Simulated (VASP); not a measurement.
OSZICAR of a VASP run on Ni$_{2}$Ge (atoms displaced from the space group 194 structure):

**OSZICAR**
```
       N       E                     dE             d eps       ncg     rms          rms(c)
DAV:   1     0.492160109962E+03    0.49216E+03   -0.21083E+04 22360   0.296E+03
DAV:   2     0.365937860042E+02   -0.45557E+03   -0.44049E+03 19528   0.645E+02
DAV:   3    -0.380331862534E+02   -0.74627E+02   -0.73202E+02 20384   0.192E+02
DAV:   4    -0.408769003142E+02   -0.28437E+01   -0.28328E+01 22408   0.448E+01
DAV:   5    -0.409360744029E+02   -0.59174E-01   -0.59169E-01 22728   0.599E+00    0.211E+01
DAV:   6    -0.415943952738E+02   -0.65832E+00   -0.69088E+01 23744   0.879E+01    0.206E+01
DAV:   7    -0.368001384798E+02    0.47943E+01   -0.19839E+01 21480   0.774E+01    0.972E+00
DAV:   8    -0.369052100726E+02   -0.10507E+00   -0.72133E+00 22032   0.481E+01    0.720E+00
DAV:   9    -0.365625357192E+02    0.34267E+00   -0.14366E+00 23792   0.251E+01    0.215E+00
DAV:  10    -0.365634887767E+02   -0.95306E-03   -0.41266E-01 23200   0.100E+01    0.246E+00
DAV:  11    -0.365232770908E+02    0.40212E-01   -0.16487E-01 20816   0.766E+00    0.599E-01
DAV:  12    -0.365236787754E+02   -0.40168E-03   -0.27542E-02 23224   0.215E+00    0.482E-01
DAV:  13    -0.365226128541E+02    0.10659E-02   -0.10704E-02 21472   0.181E+00    0.197E-01
DAV:  14    -0.365224940621E+02    0.11879E-03   -0.14435E-03 22008   0.640E-01    0.584E-02
DAV:  15    -0.365225077984E+02   -0.13736E-04   -0.18274E-04 25080   0.217E-01    0.307E-02
DAV:  16    -0.365225035642E+02    0.42342E-05   -0.21491E-05 22360   0.636E-02    0.138E-02
DAV:  17    -0.365225029683E+02    0.59593E-06   -0.96210E-06 19976   0.525E-02
   1 F= -.36522503E+02 E0= -.36459539E+02  d E =-.125927E+00
```

Which electronic solver shows in the log?

It is blocked Davidson (ALGO = Normal, or the opening steps of other solvers). The INCAR had ALGO = Normal.

How was spin treated?

Without spin polarisation: there is no mag entry.

Can the final energy be trusted as converged?

The run converged. It stopped with EDIFF = 1E-6, NELM = 100 (PBEsol GGA, plane waves, VASP's PBE PAW potentials (set 64)).

The structure comes from a computed database's Ni2Ge entry; how it stands against other phases isn't given here. The cell was not relaxed at this level, atoms are displaced from their ideal sites. The run is not spin-polarised, so no magnetic state was tried.
